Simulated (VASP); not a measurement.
All values below come from PBEsol GGA, VASP's PBE PAW potentials (set 64) (plane waves; VASP 6.6.1).

Input for VASP

POSCAR:
```
Ba2CuBrO2
1.0
  2.1722850000   1.2541690000   9.8672200000
 -2.1722850000   1.2541690000   9.8672200000
  0.0000000000  -2.5083390000   9.8672200000
Ba Cu Br O
2 1 1 2
Direct
  0.2515490000   0.2515490000   0.2515490000
  0.7484510000   0.7484510000   0.7484510000
  0.5000000000   0.5000000000   0.5000000000
  0.0000000000   0.0000000000   0.0000000000
  0.5611820000   0.5611820000   0.5611820000
  0.4388180000   0.4388180000   0.4388180000
```

INCAR:
```
ISIF = 2
LREAL = F   ! projection in real space or not
LASPH = T   ! aspherical one-centre terms
NELM = 100
LCHARG = F
ISMEAR = 0   ! Gaussian
ALGO = Normal
EDIFF = 1E-6   ! SCF stop (eV)
ENCUT = 400   ! plane-wave cut-off (eV)
PREC = Accurate
LWAVE = F
SIGMA = 0.01
SYSTEM = Ba2CuBrO2
LMAXMIX = 4
GGA = PS
```

**KPOINTS**
```
kpoints
0
gamma
5 5 5
0 0 0
```

POTCAR, in this order: Ba_sv Cu Br O (PBE.64 set). Program: vasp_std.

At this cut-off the stress carries a Pulay error, which pulls relaxed volumes low.

Task: What does the run give for the energy per atom (σ→0), pressure, largest force?

Result: 
The energy per atom (σ→0) comes out as -5.505 eV/atom and the pressure is -3.30 GPa. The largest force is 0.00931 Ry/bohr.

OSZICAR:
```
...
DAV:  10    -0.330338295721E+02    0.67872E-03   -0.15284E-01  1706   0.705E+00    0.553E-01
DAV:  11    -0.330303141515E+02    0.35154E-02   -0.38097E-02  1900   0.394E+00    0.125E-01
DAV:  12    -0.330313222409E+02   -0.10081E-02   -0.47074E-03  1672   0.496E-01    0.108E-01
DAV:  13    -0.330313292550E+02   -0.70141E-05   -0.96308E-04  1604   0.195E-01    0.469E-02
DAV:  14    -0.330312955113E+02    0.33744E-04   -0.27304E-04  1752   0.331E-01    0.997E-03
DAV:  15    -0.330312996551E+02   -0.41438E-05   -0.25000E-05  1768   0.539E-02    0.383E-03
DAV:  16    -0.330312998006E+02   -0.14549E-06   -0.23554E-06  1168   0.113E-02
   1 F= -.33031300E+02 E0= -.33031300E+02  d E =-.118189E-55
```

The structure comes from a computed database's Ba2CuBrO2 entry; how it stands against other phases isn't given here. The cell was not relaxed at this level. The run is one of a series of settings (GGA = PS, POTCAR Ba_sv Cu Br O (PBE.64 set) against the base run), some of them coarse on purpose.
